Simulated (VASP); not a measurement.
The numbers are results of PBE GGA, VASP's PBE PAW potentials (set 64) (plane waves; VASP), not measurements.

The input files of a VASP run:

### INCAR
```
SYSTEM = ZrC
PREC = Accurate
ENCUT = 620
EDIFF = 1E-6
NELM = 100
ALGO = Normal
LREAL = .FALSE.
LASPH = .TRUE.
ISMEAR = 1
SIGMA = 0.1
GGA = PE
LMAXMIX = 4
LWAVE = .FALSE.
LCHARG = .FALSE.
IBRION = 2
ISIF = 3
NSW = 40
EDIFFG = -0.02
PSTRESS = 200
```

### KPOINTS
```
kpoints
0
Gamma
 14 14 14
0 0 0
```

File POSCAR:
```
ZrC
1
    0.0000000000     2.3229139873     2.3229139873
    2.3229139873     0.0000000000     2.3229139873
    2.3229139873     2.3229139873     0.0000000000
Zr C
1 1
Direct
  0.0000000000   0.0000000000   0.0000000000
  0.5000000000   0.5000000000   0.5000000000
```

POTCAR, in this order: Zr_sv C (PBE.64 set). Program: vasp_std.

Energy and stress use the plane-wave basis of the starting cell.

Q: Estimate the energy per atom (σ→0), volume per atom, band gap (on the k-mesh).

A: 
```
Quantity                                                    Result
------------------------  ----------------------------------------
energy per atom (σ→0)                               -9.675 eV/atom
band gap (on the k-mesh)  none (metal, semimetal or under 0.01 eV)
volume per atom                                     12.09 Å^3/atom
```

OSZICAR:
```
...
       N       E                     dE             d eps       ncg     rms          rms(c)
DAV:   1    -0.193492700360E+02    0.26330E-02   -0.27362E-03  2520   0.621E-01    0.125E-01
DAV:   2    -0.193492042765E+02    0.65759E-04   -0.17710E-04  2572   0.169E-01    0.370E-02
DAV:   3    -0.193491910089E+02    0.13268E-04   -0.71528E-05  3520   0.739E-02    0.134E-02
DAV:   4    -0.193491935773E+02   -0.25685E-05   -0.18231E-06  2620   0.125E-02    0.800E-03
DAV:   5    -0.193491963423E+02   -0.27650E-05   -0.33358E-06  2480   0.999E-03    0.246E-03
DAV:   6    -0.193491966803E+02   -0.33793E-06   -0.82325E-08  1312   0.289E-03
   4 F= -.16330226E+02 E0= -.16330156E+02  d E =-.287308E-01
```

The compound is ZrC in the rock salt structure. This run relaxes it under an external pressure of 20 GPa. Symmetry was kept, so distortions that lower it aren't found.
